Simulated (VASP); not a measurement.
Data:

```xyz
2
Lattice="0.0000 3.2400 3.2400 3.2400 0.0000 3.2400 3.2400 3.2400 0.0000" Properties=species:S:1:pos:R:3 pbc="T T T"
Cd     0.0000     0.0000     0.0000
Te     1.6200     1.6200     1.6200
```

Computed with PBE GGA, VASP's PBE PAW potentials (set 64) (plane waves; VASP 6.6.1). Run with 750 eV cut-off, 6×6×6 Γ-centred mesh, Gaussian smearing of 0.050 eV, potentials Cd Te.

Task: Give the stress tensor in GPa (positive for a compressed cell).

Result: 
```
2.74  0.00  0.00
0.00  2.74  0.00
0.00  0.00  2.74
```
The pressure is its mean diagonal, 2.74 GPa.

The compound is CdTe in the zinc blende structure. The cell was not relaxed at this level. The run is one of a series of settings (ENCUT = 750 against the base run), some of them coarse on purpose.
